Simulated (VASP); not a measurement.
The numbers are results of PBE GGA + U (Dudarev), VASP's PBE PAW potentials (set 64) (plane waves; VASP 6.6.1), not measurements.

The input files of a VASP run:

### INCAR
```
! general
SYSTEM    = Fe2O3
PREC      = Accurate
ENCUT     = 520
LREAL     = F   ! projection in real space or not
LASPH     = T   ! aspherical one-centre terms

! electronic loop
EDIFF     = 1E-6
NELM      = 100
ALGO      = Normal   ! blocked Davidson
LMAXMIX   = 4   ! l cut-off of mixed one-centre charges

! smearing
ISMEAR    = 0   ! Gaussian
SIGMA     = 0.05   ! width (eV)

! functional
GGA       = PE   ! PBE

! spin
ISPIN     = 2   ! spin-polarised
MAGMOM    = 5.0 -5.0 5.0 -5.0 0.0 0.0 0.0 0.0 0.0 0.0

! DFT+U
LDAU      = T
LDAUTYPE  = 2   ! Dudarev
LDAUL     = 2 -1
LDAUU     = 5.3 0
LDAUJ     = 0 0
LDAUPRINT = 1

! ions
IBRION    = 2   ! conjugate gradients
NSW       = 60   ! most ionic steps
ISIF      = 3   ! ions, shape and volume
EDIFFG    = -0.02

! output
LWAVE     = F
LCHARG    = F
LORBIT    = 10
```

POSCAR:
```
Fe2O3
1.0
  4.8367039678  -2.5344156072   0.0001526305
  4.8367039678   2.5344156072   0.0001526305
  3.5085474933   0.0000000000   4.1841449388
Fe O
4 6
Direct
  0.8535702864   0.8535702864   0.8535702864
  0.3535702864   0.3535702864   0.3535702864
  0.1464297136   0.1464297136   0.1464297136
  0.6464297136   0.6464297136   0.6464297136
  0.4450344829   0.0549655171   0.7500000000
  0.0549655171   0.7500000000   0.4450344829
  0.5549655171   0.9450344829   0.2500000000
  0.2500000000   0.5549655171   0.9450344829
  0.9450344829   0.2500000000   0.5549655171
  0.7500000000   0.4450344829   0.0549655171
```

### KPOINTS
```
Automatic mesh
0
Gamma
5 5 5
0 0 0
```

POTCAR, in this order: Fe O (PBE.64 set). Program: vasp_std.

Output of the run:

### OSZICAR
```
       N       E                     dE             d eps       ncg     rms          rms(c)
DAV:   1     0.863039212794E+03    0.86304E+03   -0.31934E+04  3040   0.200E+03
DAV:   2     0.125385772050E+03   -0.73765E+03   -0.71754E+03  3048   0.509E+02
DAV:   3    -0.756612536686E+02   -0.20105E+03   -0.19587E+03  4480   0.249E+02
DAV:   4    -0.930328083746E+02   -0.17372E+02   -0.17355E+02  3712   0.961E+01
DAV:   5    -0.937610994147E+02   -0.72829E+00   -0.72752E+00  4632   0.193E+01    0.511E+01
DAV:   6    -0.645937238455E+02    0.29167E+02   -0.19329E+02  5320   0.194E+02    0.691E+01
DAV:   7    -0.673307853233E+02   -0.27371E+01   -0.30391E+01  4128   0.534E+01    0.349E+01
DAV:   8    -0.671029022198E+02    0.22788E+00   -0.82250E+00  5032   0.210E+01    0.261E+01
DAV:   9    -0.670189853650E+02    0.83917E-01   -0.15883E+00  4784   0.216E+01    0.904E+00
DAV:  10    -0.670716293834E+02   -0.52644E-01   -0.26547E-01  4312   0.675E+00    0.240E+00
DAV:  11    -0.670583679659E+02    0.13261E-01   -0.23979E-02  4216   0.195E+00    0.184E+00
DAV:  12    -0.670348174112E+02    0.23551E-01   -0.13972E-01  3712   0.608E+00    0.422E-01
DAV:  13    -0.670388496025E+02   -0.40322E-02   -0.46971E-02  3856   0.153E+00    0.733E-01
DAV:  14    -0.670387212627E+02    0.12834E-03   -0.76523E-03  4000   0.628E-01    0.148E-01
DAV:  15    -0.670387211486E+02    0.11412E-06   -0.57488E-04  3888   0.210E-01    0.187E-01
DAV:  16    -0.670386894664E+02    0.31682E-04   -0.24848E-04  4560   0.175E-01    0.292E-02
DAV:  17    -0.670386888653E+02    0.60118E-06   -0.16929E-05  4016   0.373E-02    0.114E-02
DAV:  18    -0.670386893182E+02   -0.45291E-06   -0.16996E-06  2416   0.156E-02
   1 F= -.67038689E+02 E0= -.67038689E+02  d E =-.670387E+02  mag=     0.0000
       N       E                     dE             d eps       ncg     rms          rms(c)
DAV:   1    -0.670387731351E+02   -0.84270E-04   -0.14810E-01  3088   0.236E+00    0.166E-01
DAV:   2    -0.670391088322E+02   -0.33570E-03   -0.57351E-03  3912   0.593E-01    0.120E-01
DAV:   3    -0.670391019167E+02    0.69155E-05   -0.19368E-04  3912   0.175E-01    0.100E-01
DAV:   4    -0.670390791943E+02    0.22722E-04   -0.34610E-05  3664   0.468E-02    0.552E-02
DAV:   5    -0.670390722248E+02    0.69695E-05   -0.21731E-05  4352   0.447E-02    0.408E-02
DAV:   6    -0.670390716667E+02    0.55810E-06   -0.95684E-06  3664   0.256E-02
   2 F= -.67039072E+02 E0= -.67039072E+02  d E =-.382349E-03  mag=     0.0000
```

OUTCAR:
```
------------------------ aborting loop because EDIFF is reached ----------------------------------------
  FORCE on cell =-STRESS in cart. coord.  units (eV):
  Direction    XX          YY          ZZ          XY          YZ          ZX
  --------------------------------------------------------------------------------------
  Total        0.1199467      0.0458496      0.0533161     -0.0000000      0.0000000      0.0235212
  in kB        1.8744398      0.7165041      0.8331857     -0.0000000      0.0000000      0.3675725
  external PRESSURE =       1.1413765 kB  Pullay stress =       0.0000000 kB
  volume of cell :      102.52
      direct lattice vectors                 reciprocal lattice vectors
     4.838688349 -2.533121994  0.001566142     0.103361868 -0.197384888 -0.086753172
     4.838688349  2.533121994  0.001566142     0.103361868  0.197384888 -0.086753172
     3.511209791 -0.000000000  4.183422863    -0.000077391  0.000000000  0.239103664
 POSITION                                       TOTAL-FORCE (eV/Angst)
 -----------------------------------------------------------------------------------
     11.25761     -0.00000      3.57359        -0.008360     -0.000000     -0.002654
      4.66331     -0.00000      1.48031        -0.008360     -0.000000     -0.002654
      1.93098     -0.00000      0.61297         0.008360     -0.000000      0.002654
      8.52527     -0.00000      2.70624         0.008360     -0.000000      0.002654
      5.05275     -0.98615      3.13835        -0.000000      0.013020     -0.000000
      5.45810      1.75964      1.86142         0.003412     -0.006510     -0.010747
      8.13583      0.98615      1.04820        -0.000000     -0.013020     -0.000000
      7.21370      0.77349      3.95314         0.003412      0.006510     -0.010747
      7.73049     -1.75964      2.32513        -0.003412      0.006510      0.010747
      5.97489     -0.77349      0.23342        -0.003412     -0.006510      0.010747
 -----------------------------------------------------------------------------------
    total drift:                               -0.000000      0.000000     -0.000000
  FREE ENERGIE OF THE ION-ELECTRON SYSTEM (eV)
  ---------------------------------------------------
  free  energy   TOTEN  =       -67.0390716667 eV

  energy  without entropy=      -67.0390716667  energy(sigma->0) =      -67.03907167

 total charge

# of ion       s       p       d       tot
------------------------------------------
    1        0.377   0.538   5.818   6.732
    2        0.377   0.538   5.818   6.732
    3        0.377   0.538   5.818   6.732
    4        0.377   0.538   5.818   6.732
    5        1.561   3.476   0.000   5.038
    6        1.561   3.476   0.000   5.038
    7        1.561   3.476   0.000   5.038
    8        1.561   3.476   0.000   5.038
    9        1.561   3.476   0.000   5.038
   10        1.561   3.476   0.000   5.038
--------------------------------------------------
tot         10.875  23.010  23.270  57.155

 magnetization (x)

# of ion       s       p       d       tot
------------------------------------------
    1        0.014   0.016   4.250   4.280
    2       -0.014  -0.016  -4.250  -4.280
    3        0.014   0.016   4.250   4.280
    4       -0.014  -0.016  -4.250  -4.280
    5        0.000   0.000   0.000   0.000
    6        0.000   0.000   0.000   0.000
    7        0.000   0.000   0.000   0.000
    8        0.000   0.000   0.000   0.000
    9        0.000   0.000   0.000   0.000
   10        0.000   0.000   0.000   0.000
--------------------------------------------------
tot          0.000   0.000   0.000   0.000

 reached required accuracy - stopping structural energy minimisation
```
(Selected blocks of OUTCAR.)

File CONTCAR:
```
Fe2O3
   1.00000000000000
     4.8386883491317363   -2.5331219942274354    0.0015661424461096
     4.8386883491317363    2.5331219942274354    0.0015661424461096
     3.5112097908685551   -0.0000000000000000    4.1834228627355925
  Fe              O
     4     6
Direct
     0.8535871194298147    0.8535871194298147    0.8535871194298147
     0.3535871194298147    0.3535871194298147    0.3535871194298147
     0.1464128805701853    0.1464128805701853    0.1464128805701853
     0.6464128805701853    0.6464128805701853    0.6464128805701853
     0.4446508924232993    0.0553491075767007    0.7500000000000000
     0.0553491075767007    0.7500000000000000    0.4446508924232993
     0.5553491075767006    0.9446508924232994    0.2500000000000000
     0.2500000000000000    0.5553491075767006    0.9446508924232994
     0.9446508924232994    0.2500000000000000    0.5553491075767006
     0.7500000000000000    0.4446508924232993    0.0553491075767007
```

The compound is Fe2O3 in the corundum structure. This run relaxes it. Symmetry was kept, so distortions that lower it aren't found. The start is the result of an earlier pass.
